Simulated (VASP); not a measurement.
Output of a VASP run:

File OUTCAR:
```
 ion  position               nearest neighbor table
   1  0.000  0.000  0.000-   2 2.81   2 2.81   2 2.81   2 2.81   2 2.81   2 2.81
   2  0.500  0.500  0.500-   1 2.81   1 2.81   1 2.81   1 2.81   1 2.81   1 2.81
  LATTYP: Found a trigonal (rhomboedric) cell.
 ALAT       =     4.8464667147
 COS(alpha) =     0.8267160281
 Subroutine PRICEL returns:
 Original cell was already a primitive cell.
 Subroutine GETGRP returns: Found 12 space group operations
The static configuration has the point symmetry D_3d.
The dynamic configuration has the point symmetry D_3d.
 Subroutine INISYM returns: Found 12 space group operations
 Subroutine IBZKPT returns following result:
 Found    146 irreducible k-points:

 Following reciprocal coordinates:
            Coordinates               Weight
  0.000000  0.000000  0.000000      1.000000
  0.090909  0.000000  0.000000      6.000000
  0.181818 -0.000000  0.000000      6.000000
  0.272727  0.000000  0.000000      6.000000
  0.363636 -0.000000  0.000000      6.000000
  0.454545  0.000000  0.000000      6.000000
  0.090909  0.090909  0.000000      6.000000
  0.181818  0.090909  0.000000     12.000000
  0.272727  0.090909  0.000000     12.000000
  0.363636  0.090909  0.000000     12.000000
  0.454545  0.090909  0.000000     12.000000
 -0.454545  0.090909 -0.000000     12.000000
 -0.363636  0.090909  0.000000     12.000000
 -0.272727  0.090909 -0.000000     12.000000
 -0.181818  0.090909  0.000000     12.000000
 -0.090909  0.090909  0.000000      6.000000
  0.181818  0.181818  0.000000      6.000000
  0.272727  0.181818 -0.000000     12.000000
  0.363636  0.181818  0.000000     12.000000
  0.454545  0.181818  0.000000     12.000000
 -0.454545  0.181818 -0.000000     12.000000
 -0.363636  0.181818  0.000000     12.000000
 -0.272727  0.181818 -0.000000     12.000000
 -0.181818  0.181818  0.000000      6.000000
  0.272727  0.272727  0.000000      6.000000
  0.363636  0.272727 -0.000000     12.000000
  0.454545  0.272727  0.000000     12.000000
 -0.454545  0.272727 -0.000000     12.000000
 -0.363636  0.272727  0.000000     12.000000
 -0.272727  0.272727  0.000000      6.000000
  0.363636  0.363636  0.000000      6.000000
  0.454545  0.363636  0.000000     12.000000
 -0.454545  0.363636 -0.000000     12.000000
 -0.363636  0.363636  0.000000      6.000000
  0.454545  0.454545  0.000000      6.000000
 -0.454545  0.454545  0.000000      6.000000
  0.090909  0.090909  0.090909      2.000000
  0.181818  0.090909  0.090909      6.000000
  0.272727  0.090909  0.090909      6.000000
  0.363636  0.090909  0.090909      6.000000
   k-points           NKPTS =    146   k-points in BZ     NKDIM =    146   number of bands    NBANDS=     14
   number of dos      NEDOS =    301   number of ions     NIONS =      2
   total plane-waves  NPLWV =  21952
   dimension x,y,z NGX =    28 NGY =   28 NGZ =   28
   dimension x,y,z NGXF=    56 NGYF=   56 NGZF=   56
   ions per type =               1   1
   PREC   = accura    normal or accurate (medium, high low for compatibility)
   ISTART =      0    job   : 0-new  1-cont  2-samecut
   ICHARG =      2    charge: 1-file 2-atom 10-const
   ISPIN  =      1    spin polarized calculation?
   LNONCOLLINEAR =      F non collinear calculations
   LSORBIT =      F    spin-orbit coupling
   INIWAV =      1    electr: 0-lowe 1-rand  2-diag
   ENCUT  =  300.0 eV  22.05 Ry    4.70 a.u.   6.84  6.84  6.84*2*pi/ulx,y,z
   NELM   =    100;   NELMIN=  2; NELMDL= -5     # of ELM steps
   EDIFF  = 0.1E-05   stopping-criterion for ELM
   LREAL  =      F    real-space projection
   NLSPLINE    = F    spline interpolate recip. space projectors
   LMAXMIX     =    6 max onsite mixed and CHGCAR
   VOSKOWN=      0    Vosko Wilk Nusair interpolation
   EDIFFG = 0.1E-04   stopping-criterion for IOM
   NSW    =      0    number of steps for IOM
   NBLOCK =      1;   KBLOCK =      1    inner block; outer block
...
```

OSZICAR:
```
       N       E                     dE             d eps       ncg     rms          rms(c)
DAV:   1     0.885027197668E+02    0.88503E+02   -0.72084E+03  4526   0.873E+02
DAV:   2    -0.115870894783E+02   -0.10009E+03   -0.94328E+02  4220   0.261E+02
DAV:   3    -0.140645764989E+02   -0.24775E+01   -0.24088E+01  5270   0.428E+01
DAV:   4    -0.140864077828E+02   -0.21831E-01   -0.21823E-01  4616   0.396E+00
DAV:   5    -0.140868601312E+02   -0.45235E-03   -0.45233E-03  5294   0.588E-01    0.160E+01
DAV:   6    -0.131750677491E+02    0.91179E+00   -0.26789E+00  4928   0.197E+01    0.987E+00
DAV:   7    -0.130963402298E+02    0.78728E-01   -0.10870E+00  5328   0.155E+01    0.407E+00
DAV:   8    -0.130265295797E+02    0.69811E-01   -0.34459E-01  5432   0.948E+00    0.232E+00
DAV:   9    -0.130209453725E+02    0.55842E-02   -0.17956E-02  4394   0.164E+00    0.301E-01
DAV:  10    -0.130206897992E+02    0.25557E-03   -0.13045E-03  5076   0.454E-01    0.606E-02
DAV:  11    -0.130206967806E+02   -0.69814E-05   -0.89460E-05  4988   0.893E-02    0.228E-02
DAV:  12    -0.130206956217E+02    0.11590E-05   -0.11704E-05  5170   0.504E-02    0.586E-03
DAV:  13    -0.130206954905E+02    0.13121E-06   -0.52895E-07  2542   0.878E-03
   1 F= -.13020695E+02 E0= -.12986655E+02  d E =-.680815E-01
```

**OUTCAR**
```
------------------------ aborting loop because EDIFF is reached ----------------------------------------
  FORCE on cell =-STRESS in cart. coord.  units (eV):
  Direction    XX          YY          ZZ          XY          YZ          ZX
  --------------------------------------------------------------------------------------
  Total       -2.5277033     -2.5277014     -1.4884596      0.0000000      0.0000001      0.0000000
  in kB     -126.0371990   -126.0371036    -74.2180783      0.0000000      0.0000054      0.0000000
  external PRESSURE =    -108.7641270 kB  Pullay stress =       0.0000000 kB
  volume of cell :       32.13
      direct lattice vectors                 reciprocal lattice vectors
     1.426558000  0.823623000  4.557940000     0.350493986  0.202357874  0.073132468
    -1.426558000  0.823623000  4.557940000    -0.350493986  0.202357874  0.073132468
     0.000000000 -1.647247000  4.557940000     0.000000000 -0.404715748  0.073132424
 POSITION                                       TOTAL-FORCE (eV/Angst)
 -----------------------------------------------------------------------------------
      0.00000      0.00000      0.00000         0.000000      0.000000      0.000000
      0.00000     -0.00000      6.83691        -0.000000     -0.000000     -0.000000
 -----------------------------------------------------------------------------------
    total drift:                                0.000000     -0.000000      0.000000
  FREE ENERGIE OF THE ION-ELECTRON SYSTEM (eV)
  ---------------------------------------------------
  free  energy   TOTEN  =       -13.0206954905 eV

  energy  without entropy=      -12.9526140190  energy(sigma->0) =      -12.98665475
```
(Selected blocks of OUTCAR.)

### POSCAR
```
IrAu
1
    1.4265580000     0.8236230000     4.5579400000
   -1.4265580000     0.8236230000     4.5579400000
    0.0000000000    -1.6472470000     4.5579400000
Ir Au
1 1
Direct
  0.0000000000   0.0000000000   0.0000000000
  0.5000000000   0.5000000000   0.5000000000
```

Write an INCAR and KPOINTS that could have produced this output.

This is not unique; one that fits is the input of the run itself, PBEsol GGA, plane waves, VASP's PBE PAW potentials (set 64).

File KPOINTS:
```
Automatic mesh
0
Gamma
11 11 11
0 0 0
```

**INCAR**
```
SYSTEM = IrAu
PREC = Accurate
ENCUT = 300
EDIFF = 1E-6
NELM = 100
ALGO = Normal
LREAL = .FALSE.
LASPH = .TRUE.
ISMEAR = -1
SIGMA = 0.1
GGA = PS
LMAXMIX = 6
LWAVE = .FALSE.
LCHARG = .FALSE.
ISIF = 2
```

POTCAR, in this order: Ir Au (PBE.64 set). Program: vasp_std.

At this cut-off the stress carries a Pulay error, which pulls relaxed volumes low.

The structure was generated: IrAu was put into an ordered model structure, which need not be its known phase. The cell was not relaxed at this level. The run is one of a series of settings (GGA = PS against the base run), some of them coarse on purpose.
